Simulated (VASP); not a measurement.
Input for VASP

**KPOINTS**
```
Automatic mesh
0
Gamma
4 4 4
0 0 0
```

**INCAR**
```
SYSTEM = SrCl2
PREC = Accurate
ENCUT = 400
EDIFF = 1E-6
NELM = 100
ALGO = Normal
LREAL = .FALSE.
LASPH = .TRUE.
ISMEAR = 0
SIGMA = 0.05
GGA = PE
LMAXMIX = 4
LWAVE = .FALSE.
LCHARG = .FALSE.
ISIF = 2
LSORBIT = .TRUE.
MAGMOM = 0 0 0 0 0 0 0 0 0
GGA_COMPAT = .FALSE.
```

**POSCAR**
```
SrCl2
1
    0.0000000000     3.5598000000     3.5598000000
    3.5598000000     0.0000000000     3.5598000000
    3.5598000000     3.5598000000     0.0000000000
Sr Cl
1 2
Direct
  0.0000000000   0.0000000000   0.0000000000
  0.2500000000   0.2500000000   0.2500000000
  0.7500000000   0.7500000000   0.7500000000
```

POTCAR, in this order: Sr_sv Cl (PBE.64 set). Program: vasp_std.

The run wrote:

### standard output
```
 POSCAR found type information on POSCAR SrCl
 POSCAR found :  2 types and       3 ions
 Reading from existing POTCAR

 -----------------------------------------------------------------------------
|                                                                             |
|     EEEEEEE  RRRRRR   RRRRRR   OOOOOOO  RRRRRR      ###     ###     ###     |
|     E        R     R  R     R  O     O  R     R     ###     ###     ###     |
|     E        R     R  R     R  O     O  R     R     ###     ###     ###     |
|     EEEEE    RRRRRR   RRRRRR   O     O  RRRRRR       #       #       #      |
|     E        R   R    R   R    O     O  R   R                               |
|     E        R    R   R    R   O     O  R    R      ###     ###     ###     |
|     EEEEEEE  R     R  R     R  OOOOOOO  R     R     ###     ###     ###     |
|                                                                             |
|     ERROR: Noncollinear calculations require that VASP is compiled          |
|     without the flag -DNGXhalf and-DNGZhalf.                                |
|     You probably tried to run a noncollinear calculation                    |
|     (LNONCOLLINEAR=T) with the executable vasp_std. Use vasp_ncl            |
|     instead!                                                                |
|                                                                             |
|       ---->  I REFUSE TO CONTINUE WITH THIS SICK JOB ... BYE!!! <----       |
|                                                                             |
 -----------------------------------------------------------------------------
```

Read input and log: which fault does this run have?
A. LSORBIT needs the non-collinear program vasp_ncl
B. MAGMOM holds more values than there are atoms
C. the tetrahedron method needs a mesh, and KPOINTS holds a single point
D. the mesh has unequal divisions along equivalent axes and breaks the lattice's symmetry

A, LSORBIT needs the non-collinear program vasp_ncl. VASP stops with an error: ERROR: Noncollinear calculations require that VASP is compiled without the flag -DNGXhalf and-DNGZhalf. You probably tried to run a noncollinear calculation (LNONCOLLINEAR=T) with the executable vasp_std. Use vasp_ncl instead! ----> I REFUSE TO CONTINUE WITH THIS SICK JOB ... BYE!!! <----

To mend it, run vasp_ncl.

The mended run (PBE GGA with spin-orbit coupling, plane waves, VASP's PBE PAW potentials (set 64)) converges, and its OSZICAR ends with
```
   1 F= -.12870569E+02 E0= -.12870569E+02  d E =-.171575E-22  mag=    -0.0000    -0.0000     0.0000
```

The compound is SrCl2 in the fluorite structure. The cell was not relaxed at this level.
